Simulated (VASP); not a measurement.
These are LDA (Ceperley-Alder, Perdew-Zunger), VASP's LDA PAW potentials (set 64) (plane waves; VASP) values and carry that method's errors.

The input files of a VASP run:

INCAR:
```
SYSTEM = MoS2
PREC = Accurate
ENCUT = 520
EDIFF = 1E-7
NELM = 100
ALGO = Normal
LREAL = .FALSE.
LASPH = .TRUE.
ISMEAR = 0
SIGMA = 0.05
LMAXMIX = 4
LWAVE = .FALSE.
LCHARG = .FALSE.
ISIF = 4
IBRION = 2
NSW = 30
EDIFFG = -0.01
```

### POSCAR
```
MoS2
1
    1.5299681130    -2.6499822448     0.0000000000
    1.5299681130     2.6499822448     0.0000000000
    0.0000000000     0.0000000000    11.8226613570
Mo S
2 4
Direct
  0.3333330000   0.6666670000   0.2500000000
  0.6666670000   0.3333330000   0.7500000000
  0.3333330000   0.6666670000   0.8787595408
  0.6666670000   0.3333330000   0.3787595408
  0.6666670000   0.3333330000   0.1212404592
  0.3333330000   0.6666670000   0.6212404592
```

**KPOINTS**
```
Automatic mesh
0
Gamma
10 10 3
0 0 0
```

POTCAR, in this order: Mo_sv S (LDA.64 set). Program: vasp_std.

The resulting files:

### OSZICAR
```
       N       E                     dE             d eps       ncg     rms          rms(c)
DAV:   1     0.492392691668E+03    0.49239E+03   -0.29653E+04  1888   0.162E+03
DAV:   2    -0.220133208820E+02   -0.51441E+03   -0.50304E+03  2049   0.432E+02
DAV:   3    -0.508333147916E+02   -0.28820E+02   -0.28604E+02  2217   0.890E+01
DAV:   4    -0.513742250271E+02   -0.54091E+00   -0.53973E+00  2105   0.126E+01
DAV:   5    -0.513899142261E+02   -0.15689E-01   -0.15684E-01  2247   0.185E+00    0.436E+01
DAV:   6    -0.492618118957E+02    0.21281E+01   -0.15399E+01  2031   0.238E+01    0.142E+01
DAV:   7    -0.489871508266E+02    0.27466E+00   -0.60033E+00  2000   0.138E+01    0.987E+00
DAV:   8    -0.487408763372E+02    0.24627E+00   -0.11917E+00  2127   0.664E+00    0.278E+00
DAV:   9    -0.487484180164E+02   -0.75417E-02   -0.10373E-01  2313   0.152E+00    0.129E+00
DAV:  10    -0.487412022026E+02    0.72158E-02   -0.50097E-02  2146   0.136E+00    0.223E-01
DAV:  11    -0.487411096135E+02    0.92589E-04   -0.24274E-03  2130   0.294E-01    0.140E-01
DAV:  12    -0.487410947782E+02    0.14835E-04   -0.19593E-04  2073   0.718E-02    0.664E-02
DAV:  13    -0.487410807541E+02    0.14024E-04   -0.10778E-04  2221   0.590E-02    0.166E-02
DAV:  14    -0.487410807907E+02   -0.36668E-07   -0.11231E-05  2091   0.213E-02    0.112E-02
DAV:  15    -0.487410804659E+02    0.32478E-06   -0.10068E-06  2017   0.639E-03    0.339E-03
DAV:  16    -0.487410803802E+02    0.85776E-07   -0.73238E-07  1974   0.487E-03
   1 F= -.48741080E+02 E0= -.48741080E+02  d E =-.487411E+02
       N       E                     dE             d eps       ncg     rms          rms(c)
DAV:   1    -0.488051484815E+02   -0.64068E-01   -0.13616E+01  1750   0.169E+01    0.340E+00
DAV:   2    -0.488480638789E+02   -0.42915E-01   -0.74353E-01  2057   0.393E+00    0.226E+00
DAV:   3    -0.488427038834E+02    0.53600E-02   -0.59463E-02  2100   0.139E+00    0.159E+00
DAV:   4    -0.488413123987E+02    0.13915E-02   -0.45521E-02  2063   0.121E+00    0.427E-01
DAV:   5    -0.488394245073E+02    0.18879E-02   -0.84401E-03  2048   0.524E-01    0.565E-02
DAV:   6    -0.488394362609E+02   -0.11754E-04   -0.87532E-04  2257   0.143E-01    0.761E-02
DAV:   7    -0.488394235784E+02    0.12682E-04   -0.25349E-05  2148   0.288E-02    0.450E-02
DAV:   8    -0.488394162660E+02    0.73123E-05   -0.18685E-05  2118   0.214E-02    0.248E-02
DAV:   9    -0.488394157122E+02    0.55385E-06   -0.17973E-06  2011   0.663E-03    0.122E-02
DAV:  10    -0.488394155863E+02    0.12589E-06   -0.41531E-07  1845   0.320E-03    0.618E-03
DAV:  11    -0.488394155873E+02   -0.10268E-08   -0.37852E-08  1218   0.111E-03
   2 F= -.48839416E+02 E0= -.48839416E+02  d E =-.983352E-01
       N       E                     dE             d eps       ncg     rms          rms(c)
DAV:   1    -0.488433503430E+02   -0.39348E-02   -0.46144E-01  1750   0.306E+00    0.699E-01
DAV:   2    -0.488447318062E+02   -0.13815E-02   -0.23399E-02  2058   0.711E-01    0.407E-01
DAV:   3    -0.488445480483E+02    0.18376E-03   -0.78740E-04  2081   0.167E-01    0.283E-01
DAV:   4    -0.488446004987E+02   -0.52450E-04   -0.12145E-03  2103   0.199E-01    0.928E-02
DAV:   5    -0.488444794052E+02    0.12109E-03   -0.62562E-04  1991   0.141E-01    0.143E-02
DAV:   6    -0.488444812067E+02   -0.18014E-05   -0.32310E-05  2009   0.278E-02    0.209E-02
DAV:   7    -0.488444809581E+02    0.24859E-06   -0.90734E-07  1868   0.513E-03    0.130E-02
DAV:   8    -0.488444804542E+02    0.50388E-06   -0.25674E-06  2151   0.841E-03    0.396E-03
DAV:   9    -0.488444804427E+02    0.11571E-07   -0.29200E-07  1636   0.278E-03
   3 F= -.48844480E+02 E0= -.48844480E+02  d E =-.103400E+00
       N       E                     dE             d eps       ncg     rms          rms(c)
DAV:   1    -0.490329738626E+02   -0.18849E+00   -0.81479E+00  1752   0.191E+01    0.289E+00
DAV:   2    -0.489191783351E+02    0.11380E+00   -0.82338E-01  2084   0.541E+00    0.217E+00
DAV:   3    -0.488926478758E+02    0.26530E-01   -0.78454E-02  2072   0.181E+00    0.703E-01
DAV:   4    -0.488825842323E+02    0.10064E-01   -0.31417E-02  1919   0.983E-01    0.374E-01
DAV:   5    -0.488824793686E+02    0.10486E-03   -0.19835E-03  2066   0.260E-01    0.137E-01
DAV:   6    -0.488822700347E+02    0.20933E-03   -0.63267E-04  2125   0.137E-01    0.440E-02
DAV:   7    -0.488822663292E+02    0.37055E-05   -0.86357E-05  2093   0.507E-02    0.266E-02
DAV:   8    -0.488822647476E+02    0.15816E-05   -0.87072E-06  2092   0.207E-02    0.373E-03
DAV:   9    -0.488822646220E+02    0.12560E-06   -0.97022E-07  1876   0.530E-03    0.169E-03
DAV:  10    -0.488822646171E+02    0.49085E-08   -0.11336E-07  1250   0.209E-03
   4 F= -.48882265E+02 E0= -.48882265E+02  d E =-.377842E-01
       N       E                     dE             d eps       ncg     rms          rms(c)
DAV:   1    -0.489354681064E+02   -0.53203E-01   -0.25741E+00  1752   0.107E+01    0.166E+00
DAV:   2    -0.488999146162E+02    0.35553E-01   -0.25673E-01  2054   0.305E+00    0.122E+00
DAV:   3    -0.488915038770E+02    0.84107E-02   -0.24610E-02  2093   0.102E+00    0.397E-01
DAV:   4    -0.488883152516E+02    0.31886E-02   -0.10150E-02  1919   0.557E-01    0.219E-01
DAV:   5    -0.488882955107E+02    0.19741E-04   -0.65549E-04  2093   0.151E-01    0.770E-02
DAV:   6    -0.488882276786E+02    0.67832E-04   -0.22290E-04  2147   0.826E-02    0.240E-02
DAV:   7    -0.488882268200E+02    0.85856E-06   -0.26012E-05  2132   0.286E-02    0.147E-02
DAV:   8    -0.488882262965E+02    0.52354E-06   -0.31507E-06  2085   0.123E-02    0.165E-03
DAV:   9    -0.488882262593E+02    0.37220E-07   -0.24501E-07  1638   0.268E-03
   5 F= -.48888226E+02 E0= -.48888226E+02  d E =-.437458E-01
       N       E                     dE             d eps       ncg     rms          rms(c)
DAV:   1    -0.488883722058E+02   -0.14591E-03   -0.80250E-03  1773   0.600E-01    0.953E-02
DAV:   2    -0.488882621143E+02    0.11009E-03   -0.80658E-04  2060   0.172E-01    0.686E-02
DAV:   3    -0.488882355350E+02    0.26579E-04   -0.76214E-05  2093   0.570E-02    0.226E-02
DAV:   4    -0.488882254748E+02    0.10060E-04   -0.32493E-05  1940   0.315E-02    0.129E-02
DAV:   5    -0.488882254662E+02    0.86256E-08   -0.22529E-06  2085   0.913E-03    0.465E-03
DAV:   6    -0.488882252187E+02    0.24747E-06   -0.90073E-07  1934   0.549E-03    0.139E-03
DAV:   7    -0.488882252168E+02    0.18363E-08   -0.86355E-08  1134   0.206E-03
   6 F= -.48888225E+02 E0= -.48888225E+02  d E =-.437448E-01
       N       E                     dE             d eps       ncg     rms          rms(c)
DAV:   1    -0.488882117362E+02    0.13482E-04   -0.90122E-03  1750   0.404E-01    0.905E-02
DAV:   2    -0.488882428875E+02   -0.31151E-04   -0.44413E-04  2071   0.974E-02    0.572E-02
DAV:   3    -0.488882406306E+02    0.22569E-05   -0.87050E-06  2092   0.174E-02    0.372E-02
DAV:   4    -0.488882406181E+02    0.12523E-07   -0.10529E-05  2203   0.185E-02    0.804E-03
DAV:   5    -0.488882397419E+02    0.87621E-06   -0.47360E-06  2026   0.125E-02    0.245E-03
DAV:   6    -0.488882397451E+02   -0.32569E-08   -0.25559E-07  1559   0.247E-03
   7 F= -.48888240E+02 E0= -.48888240E+02  d E =-.145283E-04
       N       E                     dE             d eps       ncg     rms          rms(c)
DAV:   1    -0.488882516495E+02   -0.11908E-04   -0.16187E-03  1764   0.171E-01    0.380E-02
DAV:   2    -0.488882571263E+02   -0.54768E-05   -0.78423E-05  2064   0.412E-02    0.247E-02
DAV:   3    -0.488882566973E+02    0.42899E-06   -0.14218E-06  1875   0.707E-03    0.161E-02
DAV:   4    -0.488882566379E+02    0.59405E-07   -0.16985E-06  2212   0.746E-03    0.294E-03
DAV:   5    -0.488882565178E+02    0.12013E-06   -0.66515E-07  1769   0.474E-03    0.117E-03
DAV:   6    -0.488882565163E+02    0.14397E-08   -0.35997E-08  1022   0.103E-03
   8 F= -.48888257E+02 E0= -.48888257E+02  d E =-.312995E-04
```

OUTCAR:
```
------------------------ aborting loop because EDIFF is reached ----------------------------------------
  FORCE on cell =-STRESS in cart. coord.  units (eV):
  Direction    XX          YY          ZZ          XY          YZ          ZX
  --------------------------------------------------------------------------------------
  Total        2.3825330      2.3825324      2.4216146      0.0000000      0.0000000      0.0000000
  in kB       39.8179515     39.8179415     40.4711011      0.0000000      0.0000000      0.0000000
  external PRESSURE =      40.0356647 kB  Pullay stress =       0.0000000 kB
  volume of cell :       95.87
      direct lattice vectors                 reciprocal lattice vectors
     1.546535041 -2.678676927 -0.000000000     0.323303376 -0.186659315  0.000000000
     1.546535041  2.678676927  0.000000000     0.323303376  0.186659315  0.000000000
    -0.000000000  0.000000000 11.570722881     0.000000000 -0.000000000  0.086425024
 POSITION                                       TOTAL-FORCE (eV/Angst)
 -----------------------------------------------------------------------------------
      1.54654      0.89289      2.89268        -0.000000     -0.000000      0.000000
      1.54654     -0.89289      8.67804         0.000000      0.000000      0.000000
      1.54654      0.89289     10.23598         0.000000     -0.000000     -0.000416
      1.54654     -0.89289      4.45062        -0.000000      0.000000     -0.000416
      1.54654     -0.89289      1.33474        -0.000000     -0.000000      0.000416
      1.54654      0.89289      7.12010         0.000000      0.000000      0.000416
 -----------------------------------------------------------------------------------
    total drift:                               -0.000200      0.001522     -0.000031
  FREE ENERGIE OF THE ION-ELECTRON SYSTEM (eV)
  ---------------------------------------------------
  free  energy   TOTEN  =       -48.8882565163 eV

  energy  without entropy=      -48.8882565163  energy(sigma->0) =      -48.88825652

 reached required accuracy - stopping structural energy minimisation
```
(Selected blocks of OUTCAR.)

**CONTCAR**
```
MoS2
   1.00000000000000
     1.5465350405025327   -2.6786769270697719   -0.0000000000000000
     1.5465350405025327    2.6786769270697719    0.0000000000000000
    -0.0000000000000000    0.0000000000000000   11.5707228806506546
  Mo              S
     2     4
Direct
     0.3333330000000032    0.6666669999999968    0.2500000000000000
     0.6666669999999968    0.3333330000000032    0.7500000000000000
     0.3333330000000032    0.6666669999999968    0.8846448301324863
     0.6666669999999968    0.3333330000000032    0.3846448301324863
     0.6666669999999968    0.3333330000000032    0.1153551698675137
     0.3333330000000032    0.6666669999999968    0.6153551698675137
```

The compound is MoS2 in the 2H layered structure. This cell is one point of a volume scan, at 0.94 of the reference volume. Symmetry was kept, so distortions that lower it aren't found.
